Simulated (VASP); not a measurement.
Here is the system:

```yaml
crystal:
  lattice:
    - [0.00000, 3.49557, 2.16875]
    - [1.25312, 0.00000, 2.16875]
    - [1.25312, 3.49557, 0.00000]
  atoms:
    - { symbol: B, position: [0.00009, 0.00009, 0.99991] }
    - { symbol: N, position: [0.66661, 0.66661, 0.33339] }
```

Method: PBEsol GGA, VASP's PBE PAW potentials (set 64) (plane waves; VASP). Settings: 520 eV cut-off, Gaussian smearing of 0.050 eV, potentials B N.

Without a dispersion term in the relaxation, distances and binding between the weakly bound layers, chains or molecules are unreliable, and so is what depends on them.

Question: What does the run give for the band gap (along the path) with the smallest direct gap where there is one?

Answer: 
- band gap (along the path): 3.67 eV
- smallest direct gap (along the path): 4.48 eV

Only differences to runs with the same potentials and settings are physical.

The structure comes from a computed database's BN entry (Fmm2); how it stands against other phases isn't given here. It was relaxed first.
